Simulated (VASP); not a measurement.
Input:

```
CELL_PARAMETERS angstrom
      4.47253     0.00000     0.00000
      0.00000     4.47253     0.00000
      0.00000     0.00000     3.06520
ATOMIC_POSITIONS crystal
  Zn 0.00000 0.00000 0.00000
  Zn 0.50000 0.50000 0.50000
  F  0.30257 0.30257 0.00000
  F  0.80257 0.19743 0.50000
  F  0.19743 0.80257 0.50000
  F  0.69743 0.69743 0.00000
```

Computed with PBEsol GGA, VASP's PBE PAW potentials (set 64) (plane waves; VASP 6.6.1). Run with 620 eV cut-off, 5×5×7 Γ-centred mesh, Gaussian smearing of 0.050 eV, potentials Zn F.

Energy and stress use the plane-wave basis of the starting cell.

Question: The ions, cell shape and volume at an external pressure of 30.0 GPa are relaxed. Give the cell that the relaxation ends in.

Answer: 
```
CELL_PARAMETERS angstrom
      4.38317     0.00000     0.00000
      0.00000     4.38317     0.00000
      0.00000     0.00000     3.05141
ATOMIC_POSITIONS crystal
  Zn 0.00000 0.00000 0.00000
  Zn 0.50000 0.50000 0.50000
  F  0.30320 0.30320 0.00000
  F  0.80320 0.19680 0.50000
  F  0.19680 0.80320 0.50000
  F  0.69680 0.69680 0.00000
```
Space group P4_2/mnm (136), at a tolerance of 0.03 Å.

Question: How do energy and volume change from the first to the last step?

Answer: The energy (σ→0) changes by +69.2 meV/atom and the volume by -4.4 %, in 7 ionic steps.

```csv
step,E(σ→0) (eV),max force (eV/Å),pressure (GPa),volume (Å³)
1,-24.2218,0.003,20.12,61.31
2,-23.1843,0.082,43.20,55.89
3,-23.8103,0.036,30.00,58.66
4,-23.8068,0.022,29.95,58.63
5,-23.8038,0.060,30.03,58.61
6,-23.8052,0.041,29.99,58.62
7,-23.8068,0.005,29.81,58.62
```

The compound is ZnF2 in the rutile structure. This run relaxes it under an external pressure of 30 GPa. Symmetry was kept, so distortions that lower it aren't found.
